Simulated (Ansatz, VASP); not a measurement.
## SiO2: VASP beside Ansatz

Aim: how closely do two programs agree when they are given the same cell, functional and k mesh? The cell is taken from a series of runs on this material, whose earlier steps may have relaxed, scaled, displaced or heated it; both programs get it as it stands.

Program: Ansatz 0.2.0. Level of theory: plane waves, with VASP 6.6.1 beside it; single point at r2SCAN with D4, single point at r2SCAN and single point at r2SCAN with rVV10. Results are calculated unless marked as measured.

## 1. The structure

The structure is trigonal, space group P3_221 (No. 154). The conventional cell has a = 4.981 Å, b = 4.981 Å, c = 5.480 Å, α = 90.00°, β = 90.00°, γ = 120.00°. Nearest to Si lie 4 O at 1.61 to 1.62 Å. Nearest to O lie 2 Si at 1.61 to 1.62 Å. Farther neighbours and most contacts between anions are not listed.

Coordinates:

```xyz
9
Lattice="4.9811 0.0000 0.0000 -2.4905 4.3137 0.0000 0.0000 0.0000 5.4796" Properties=species:S:1:pos:R:3 pbc="T T T"
Si    2.3688    0.0000    3.6530
Si   -1.1844    2.0514    1.8265
Si    1.3061    2.2623    0.0000
O     1.4296    1.1113    4.3510
O     3.3038    0.6824    2.5245
O     2.7382    2.5200    0.6979
O     0.2476    1.7937    1.1286
O    -1.0609    3.2024    2.9551
O     0.8133    3.6313    4.7816
```

## 2. VASP: single point, r2SCAN with D4

A single point gives forces, pressure and levels at one fixed geometry, so differences don't come from the geometry; what else differs is listed under the comparison.

Lines of VASP's logs that name or quote its potential files are left out, and so is its time.

INCAR reads:

```
SYSTEM = SiO2
PREC = Accurate
ENCUT = 580
EDIFF = 1E-06
NELM = 120
ISMEAR = 0
SIGMA = 0.01
LREAL = .FALSE.
ALGO = Normal
METAGGA = R2SCAN
IVDW = 13
VDW_S6 = 1
VDW_S8 = 0.6018749
VDW_A1 = 0.51559235
VDW_A2 = 5.77342911
LASPH = .TRUE.
NBANDS = 33
LORBIT = 11
LWAVE = .FALSE.
LCHARG = .FALSE.
ISIF = 2
GGA_COMPAT = .FALSE.
EFERMI = MIDGAP
LMIXTAU = .TRUE.
KPAR = 2
```

POSCAR reads:

```
SiO2
1.0
    4.9810563666      0.0000000000      0.0000000000
   -2.4905281833      4.3137213511      0.0000000000
    0.0000000000      0.0000000000      5.4795713196
Si O
3 6
Direct
    0.4755553457      0.0000000000      0.6666666667
    0.0000000000      0.4755553457      0.3333333333
    0.5244446543      0.5244446543      0.0000000000
    0.4158216220      0.2576241117      0.7940359753
    0.7423758883      0.1581975103      0.4607026419
    0.8418024897      0.5841783780      0.1273693086
    0.2576241117      0.4158216220      0.2059640247
    0.1581975103      0.7423758883      0.5392973581
    0.5841783780      0.8418024897      0.8726306914
```

KPOINTS reads:

```
Automatic mesh
0
Gamma
6 6 4
0 0 0
```

PAW data sets: Si and O (PBE family, release 64).

Launch:

```bash
> mpirun -np 2 vasp_std
```

Numbers of over 12 decimals in the logs are rounded to 6 here.

What it wrote:

```text
[banner, memory and clock lines left out]
running    2 mpi-ranks, on    1 nodes
 distrk:  each k-point on    1 cores,    2 groups
 distr:  one band on    1 cores,    1 groups

 POSCAR found type information on POSCAR SiO
 POSCAR found :  2 types and       9 ions
|                                                                             |
|               ----> ADVICE to this user running VASP <----                  |
|                                                                             |
|     You enforced a specific xc type in the INCAR file but a different       |
|     [... a line on the potential file left out ...]
|     I HOPE YOU KNOW WHAT YOU ARE DOING!                                     |
|                                                                             |

 LDA part: xc-table for (None), standard interpolation
 POSCAR, INCAR and KPOINTS ok, starting setup
 FFT: planning ... GRIDC
 FFT: planning ... GRID_SOFT
 FFT: planning ... GRID
 WAVECAR not read
 entering main loop
       N       E                     dE             d eps       ncg     rms          rms(c)
DAV:   1     0.276071021576E+03    0.27607E+03   -0.27139E+04  1584   0.149E+03
DAV:   2    -0.922785676113E+02   -0.36835E+03   -0.35685E+03  2030   0.326E+02
DAV:   3    -0.113049748140E+03   -0.20771E+02   -0.20692E+02  2008   0.819E+01
DAV:   4    -0.113274825069E+03   -0.22508E+00   -0.22489E+00  2000   0.952E+00
DAV:   5    -0.113278098632E+03   -0.32736E-02   -0.32726E-02  1984   0.113E+00    0.259E+01
DAV:   6    -0.946362102880E+02    0.18642E+02   -0.23026E+01  1809   0.240E+01    0.148E+01
DAV:   7    -0.874264828550E+02    0.72097E+01   -0.18034E+00  1870   0.102E+01    0.493E+00
DAV:   8    -0.948172021447E+02   -0.73907E+01   -0.27480E+00  1720   0.913E+00    0.312E+00
DAV:   9    -0.892040577359E+02    0.56131E+01   -0.14747E+00  1629   0.717E+00    0.806E-01
DAV:  10    -0.892829912388E+02   -0.78934E-01   -0.34391E-01  1609   0.492E+00    0.754E-01
DAV:  11    -0.892511727488E+02    0.31818E-01   -0.59360E-03  2016   0.569E-01    0.628E-01
DAV:  12    -0.894343220857E+02   -0.18315E+00   -0.94834E-02  1625   0.241E+00    0.180E-01
DAV:  13    -0.894341165956E+02    0.20549E-03   -0.10859E-02  1991   0.704E-01    0.138E-01
DAV:  14    -0.894356686360E+02   -0.15520E-02   -0.30505E-03  1799   0.418E-01    0.674E-02
DAV:  15    -0.894415432438E+02   -0.58746E-02   -0.33117E-03  1628   0.569E-01    0.361E-02
DAV:  16    -0.894417659403E+02   -0.22270E-03   -0.18050E-04  1944   0.104E-01    0.404E-02
DAV:  17    -0.894420348482E+02   -0.26891E-03   -0.85089E-05  1702   0.699E-02    0.193E-02
DAV:  18    -0.894420846504E+02   -0.49802E-04   -0.94848E-05  1653   0.741E-02    0.108E-02
DAV:  19    -0.894421730183E+02   -0.88368E-04   -0.29160E-05  1651   0.465E-02    0.756E-03
DAV:  20    -0.894421705904E+02    0.24279E-05   -0.13389E-06  1416   0.907E-03    0.342E-03
DAV:  21    -0.894421743803E+02   -0.37899E-05   -0.73071E-07  1172   0.843E-03    0.171E-03
DAV:  22    -0.894421740336E+02    0.34663E-06   -0.10595E-07   965   0.277E-03
   1 F= -.90062676E+02 E0= -.90062676E+02  d E =0.000000E+00
```

OUTCAR, selected parts (step 2):

```text
ion  position               nearest neighbor table
   1  0.476  0.000  0.667-   4 1.61   8 1.61   9 1.62   5 1.62   3 3.10   3 3.10   2 3.10   2 3.10

  LATTYP: Found a hexagonal cell.
 ALAT       =     4.9810563666
 C/A-ratio  =     1.1000821746

 Subroutine GETGRP returns: Found  6 space group operations
 (whereof  2 operations were pure point group operations)

The static configuration has the point symmetry C_2 .
 The point group associated with its full space group is D_3 .

 Found     24 irreducible k-points:

   k-points           NKPTS =     24   k-points in BZ     NKDIM =     24   number of bands    NBANDS=     33

   dimension x,y,z NGX =    40 NGY =   40 NGZ =   48
   dimension x,y,z NGXF=    80 NGYF=   80 NGZF=   96

   ENCUT  =  580.0 eV  42.63 Ry    6.53 a.u.   9.78  9.78 10.76*2*pi/ulx,y,z

   NELECT =      48.0000    total number of electrons

 k-points in reciprocal lattice and weights: Automatic mesh
   0.00000000  0.00000000  0.00000000       0.007
   0.16666667  0.00000000  0.00000000       0.042
   0.33333333  0.00000000  0.00000000       0.042
   0.50000000  0.00000000  0.00000000       0.021
   0.16666667  0.16666667  0.00000000       0.042
   0.33333333  0.16666667  0.00000000       0.083
   0.33333333  0.33333333  0.00000000       0.014
   0.00000000  0.00000000  0.25000000       0.014
   0.16666667  0.00000000  0.25000000       0.042
[...]
0.33333333  0.16666667  0.50000000       0.083
   0.33333333  0.33333333  0.50000000       0.014

 average (electrostatic) potential at core
       1 -89.8752       2 -89.8752       3 -89.8752       4 -76.5322       5 -76.5322
       6 -76.5322       7 -76.5322       8 -76.5322       9 -76.5322

 E-fermi :   3.5669

 k-point     1 :       0.0000    0.0000    0.0000
  band No.  band energies     occupation
    ...
     20      -0.6462      2.00000
     21      -0.6462      2.00000
     22      -0.1900      2.00000
     23      -0.0086      2.00000
     24      -0.0086      2.00000
     25       6.8046      0.00000
     26      10.2985      0.00000
     27      10.2985      0.00000
     28      10.6612      0.00000
     29      10.6612      0.00000
    ...

 k-point     2 :       0.1667    0.0000    0.0000
  band No.  band energies     occupation
    ...
     20      -0.7163      2.00000
     21      -0.6637      2.00000
     22      -0.3340      2.00000
     23       0.0581      2.00000
     24       0.0975      2.00000
     25       7.2205      0.00000
     26      10.2559      0.00000
     27      10.3409      0.00000
     28      10.7761      0.00000
     29      10.8190      0.00000
    ...

 k-point     3 :       0.3333    0.0000    0.0000
  band No.  band energies     occupation
    ...
     20      -0.7845      2.00000
     21      -0.6839      2.00000
     22      -0.5102      2.00000
     23       0.0774      2.00000
     24       0.2526      2.00000
     25       8.2213      0.00000
     26      10.2546      0.00000
     27      10.5087      0.00000
     28      10.9309      0.00000
     29      11.1666      0.00000
    ...

  DFT-D4 for vdW energy calculation

  Edisp (eV):   -0.62050

  Total      -1.32611    -1.32611    -1.41866    -0.00000    -0.00000     0.00000
  in kB     -18.04550   -18.04550   -19.30499    -0.00000    -0.00000     0.00000
  external pressure =      -18.47 kB  Pullay stress =        0.00 kB

  energy-cutoff  :      580.00
  volume of cell :      117.74
      direct lattice vectors                 reciprocal lattice vectors
     4.981056367  0.000000000  0.000000000     0.200760627  0.115909202  0.000000000
    -2.490528183  4.313721351  0.000000000     0.000000000  0.231818404  0.000000000
     0.000000000  0.000000000  5.479571320     0.000000000  0.000000000  0.182496028

 POSITION                                       TOTAL-FORCE (eV/Angst)
 -----------------------------------------------------------------------------------
      2.36877      0.00000      3.65305        -0.020958     -0.000000      0.000000
     -1.18438      2.05141      1.82652         0.010479     -0.018150      0.000000
      1.30614      2.26231      0.00000         0.010479      0.018150      0.000000
      1.42961      1.11132      4.35098         0.007326      0.002501      0.004053
      3.30382      0.68242      2.52445        -0.005829      0.005094      0.004053
      2.73815      2.51998      0.69793        -0.001497     -0.007595      0.004053
      0.24762      1.79374      1.12859        -0.001497      0.007595     -0.004053
     -1.06092      3.20240      2.95512         0.007326     -0.002501     -0.004053
      0.81329      3.63130      4.78164        -0.005829     -0.005094     -0.004053
 -----------------------------------------------------------------------------------
    total drift:                               -0.000001     -0.000002      0.000000

  FREE ENERGIE OF THE ION-ELECTRON SYSTEM (eV)
  ---------------------------------------------------
  free  energy   TOTEN  =       -90.0626756665 eV

  energy  without entropy=      -90.0626756665  energy(sigma->0) =      -90.06267567

 total charge
# of ion       s       p       d       tot
------------------------------------------
    1        0.630   0.995   0.000   1.625
    2        0.630   0.995   0.000   1.625
    3        0.630   0.995   0.000   1.625
    4        1.551   3.730   0.000   5.281
    5        1.551   3.730   0.000   5.281
    6        1.551   3.730   0.000   5.281
    7        1.551   3.730   0.000   5.281
    8        1.551   3.730   0.000   5.281
    9        1.551   3.730   0.000   5.281
--------------------------------------------------
tot         11.197  25.362   0.000  36.560

[... 3 further parts left out ...]
```

The run ends at a pressure of -1.85 GPa, with forces up to 0.021 eV/Å.

## 3. Ansatz: single point, r2SCAN with D4

Ansatz runs on its default PAW (the set named soft_2) files.

The same cell, functional and mesh now go to Ansatz.

input.yaml reads:

```yaml
crystal:
  lattice:
    - [4.9810563666, 0.0, 0.0]
    - [-2.4905281833, 4.3137213511, 0.0]
    - [0.0, 0.0, 5.4795713196]
  atoms:
    - { symbol: Si, position: [0.4755553457, 0.0, 0.6666666667] }
    - { symbol: Si, position: [0.0, 0.4755553457, 0.3333333333] }
    - { symbol: Si, position: [0.5244446543, 0.5244446543, 0.0] }
    - { symbol: O, position: [0.415821622, 0.2576241117, 0.7940359753] }
    - { symbol: O, position: [0.7423758883, 0.1581975103, 0.4607026419] }
    - { symbol: O, position: [0.8418024897, 0.584178378, 0.1273693086] }
    - { symbol: O, position: [0.2576241117, 0.415821622, 0.2059640247] }
    - { symbol: O, position: [0.1581975103, 0.7423758883, 0.5392973581] }
    - { symbol: O, position: [0.584178378, 0.8418024897, 0.8726306914] }
kpoints:
  mp_grid: { grid: [6, 6, 4] }
hamiltonian:
  xc: r2scan
  dispersion: d4
scf:
  occupations: { method: fixed }
  n_extra_bands: 7
  lower_state_search: "off"
  convergence: { dr2_threshold: 1.0e-09 }
output:
  eigenvalues: true
basis:
  ecutwfc: 650
```

Launch:

```bash
> ansatz run input.yaml --threads 24 --pin off --max-ram 27648MiB --backend cpu --events-out ev --progress --plain --runs-dir out
```

What it wrote:

```text
scf.n_extra_bands = 7 over 24 filled bands (N_el = 48.0): the run solves 31 bands
Engine: ansatz 0.2.0, aarch64-unknown-linux-gnu
Pseudopotentials: kind: paw
Pseudopotential: Si, paw, valence charge 4, recommended cutoff 500 eV (meta_gga), Si.paw.azcp
Pseudopotential: O, paw, valence charge 6, recommended cutoff 500 eV (meta_gga), O.paw.azcp
Functional definition: r2SCAN
  parameter k0 = 0.174
  parameter k1 = 0.065
  parameter a1 = 4.9479
  exchange = r2scan_x(k0 = k0, k1 = k1, a1 = a1)
  correlation = r2scan_c
Crystal: 9 atoms, lattice volume = 117.739 Å³
Basis set: ecut = 650 eV, 4445 PW (Γ), exchange–correlation on 180×180×192 points (64 copies of the dense FFT grid, shifted against one another)
Bands: 31, of which v1, the nominal top of the filled ones, is band 24 counted from 1 (23 counted from 0)
Symmetry: 6 space group operations
Space group: P3221 (ITA 154), of the structure as read, at distance tolerance 4.9e-5 Å
k-points: 24 of 144 (time reversal used)
Non-local potential: Si, projectors of the file, l = 0: 2, l = 1: 2, l = 2: 2
Non-local potential: O, projectors of the file, l = 0: 2, l = 1: 2, l = 2: 1
PAW form: soft (Blöchl's): semilocal exchange-correlation on the pseudo side does not see the compensation charge
PAW frozen core: Si, regenerated for the run's functional (the file was generated under x = pbe(κ = 0.804, μ = 0.219515), c = pbe(β = 0.066725))
PAW frozen core: O, regenerated for the run's functional (the file was generated under x = pbe(κ = 0.804, μ = 0.219515), c = pbe(β = 0.066725))
PAW one-centre angular grid: Si, 302 points (default); XC on 160 Gauss nodes
PAW one-centre angular grid: O, 302 points (default); XC on 160 Gauss nodes
Initial density: superposition of atomic densities (neutral atoms: chi_scale 0, normalization atom), corrected by the library's trained network
Initial wavefunctions: pseudopotential atomic-orbital guess
Functional: x = r2scan, c = r2scan; τ floored in thin density (d = 2e-4 eV/Å³)
SCF iter   1: F=-5340.897826 eV  HF=-5340.674874 eV  |F-HF|=2.23e-1  |Δ(HF+E_count)|=         —  Δρ=7.07e-3  dr2=5.38e-2  dr2_τ=7.65e-1  ethr=1.77e-3  ⟨swp⟩=4.9  Hψ=3561  notcnv=0  defer=102
preconditioner: auto → Resta (q_TF=auto, 2.349 Å⁻¹)  ε∞=2.8  [insulator: Δε(μ)=6.506 eV  Ē_g=17.604 eV  n_scr=22 (ndim 8)  ℏωp=23.7 eV  f_vac=0.143  ε∞_Penn≈2.8]
SCF iter   2: F=-5340.918259 eV  HF=-5340.924131 eV  |F-HF|=5.87e-3  |Δ(HF+E_count)|=   2.49e-1  Δρ=4.78e-3  dr2=1.83e-2  dr2_τ=1.02e-3  ethr=1.12e-4  ⟨swp⟩=3.0  Hψ=1738  notcnv=0  defer=119
SCF iter   3: F=-5340.920766 eV  HF=-5340.920688 eV  |F-HF|=7.87e-5  |Δ(HF+E_count)|=   3.44e-3  Δρ=5.38e-4  dr2=1.15e-4  dr2_τ=1.50e-4  ethr=3.81e-5  ⟨swp⟩=2.1  Hψ=1277  notcnv=0  defer=118
SCF iter   4: F=-5340.920816 eV  HF=-5340.920815 eV  |F-HF|=1.56e-6  |Δ(HF+E_count)|=   1.27e-4  Δρ=2.05e-4  dr2=2.48e-5  dr2_τ=2.37e-6  ethr=2.40e-7  ⟨swp⟩=2.0  Hψ=1419  notcnv=0  defer=118
SCF iter   5: F=-5340.920820 eV  HF=-5340.920821 eV  |F-HF|=1.15e-6  |Δ(HF+E_count)|=   6.65e-6  Δρ=7.60e-5  dr2=6.81e-6  dr2_τ=3.85e-7  ethr=5.17e-8  ⟨swp⟩=2.0  Hψ=1355  notcnv=0  defer=96
SCF iter   6: F=-5340.920820 eV  HF=-5340.920821 eV  |F-HF|=3.75e-7  |Δ(HF+E_count)|=   5.12e-7  Δρ=3.81e-5  dr2=1.83e-6  dr2_τ=2.78e-8  ethr=1.42e-8  ⟨swp⟩=2.0  Hψ=1316  notcnv=0  defer=64
SCF iter   7: F=-5340.920922 eV  HF=-5340.920922 eV  |F-HF|=9.54e-9  |Δ(HF+E_count)|=   1.01e-4  Δρ=6.97e-6  dr2=5.82e-8  dr2_τ=1.51e-9  ethr=3.80e-9  ⟨swp⟩=3.0  Hψ=1482  notcnv=0  defer=49
SCF iter   8: F=-5340.920922 eV  HF=-5340.920922 eV  |F-HF|=1.53e-10  |Δ(HF+E_count)|=   6.86e-9  Δρ=3.50e-7  dr2=1.35e-10  dr2_τ=2.04e-11  ethr=2.08e-12  ⟨swp⟩=11.2  Hψ=4014  notcnv=0
SCF 1 converged in 8 iterations: F = -5340.920922 eV  dr2 = 1.35e-10
  greatest PAW one-centre occupation: 0.869 electrons in one spin orbital (limit 2), on the O atom at site 8 (counted from 0), in its partial waves of l = 0
SCF converged after 8 iterations
Free energy (F): -5340.920922 eV
Harris-Foulkes:  -5340.920922 eV  (|F-HF|=1.53e-10)
Internal energy: -5340.920922 eV  (E = F + TS)
E sigma→0 (E₀):  -5340.920922 eV
Fermi energy:    1.713946 eV
--- Per-component energies (eV) ---
  E_band       = -258.177743
  E_kinetic    = 1214.994702
  E_local      = -3044.302768  (includes V_loc(G=0)·N_el)
  E_nonlocal   = 352.973960
  E_hartree    = 1100.407453
  E_xc         = -600.042090
  E_vxc        = -794.298715  (∫ρ·V_xc dr)
  E_paw        = -2525.427180  (= ΣΔE_a)
  E_vpaw       = -238.376941  (= ΣTr[D̂ρ^β])
  E_aug_tail   = 0.002885  (compensation charges beyond the density's cutoff)
  E_vtau       = 50.013917  (kinetic-family band-sum trace: ∫τ·v_τ [+ j·A + Jᵃ·Aᵃ] dr)
  E_ewald      = -1838.485749
  E_disp       = -0.621191  (pairwise vdW)
  E_core_change = -0.420944  (= ΣΔE_core)
  E_smearing   = -0.000000  (= −TS)
  E_closure    = -0.000000  (closes the sum)
  Σ components = -5340.920922   (vs F -5340.920922, Δ=0.00e0)
--- Band table (eV; the first three rows and the last of 24) ---
[... rows of the band table ...]
```

## 4. Differences

Known differences besides the potentials themselves: VASP keeps PBE cores, Ansatz makes them for the functional; fixed occupations in Ansatz, narrow Gaussian smearing in VASP; the cutoff is 650 eV in Ansatz and 580 eV in VASP. Total energies have different zeros and are not compared.

The two programs side by side:

```
              quantity  Ansatz   VASP  difference
gap on the k mesh (eV)   6.474  6.476      -0.001
```

A gap on the mesh is an upper bound, since the band edges may lie between its points.

(Continued in part 2 of 2.)

[Lines on the potential files, build, host, timing and source positions are cut from VASP's logs without a mark.]

[Logs are printed without paths, hosts, clocks, repeated set-up lines and the standing remarks that a program may print on its own settings, such as how far it seeks lower states.]

[Hosts, paths, dates, database ids (printed as entryN), source tags and the programs' standing remarks are cut or masked in the printed files.]
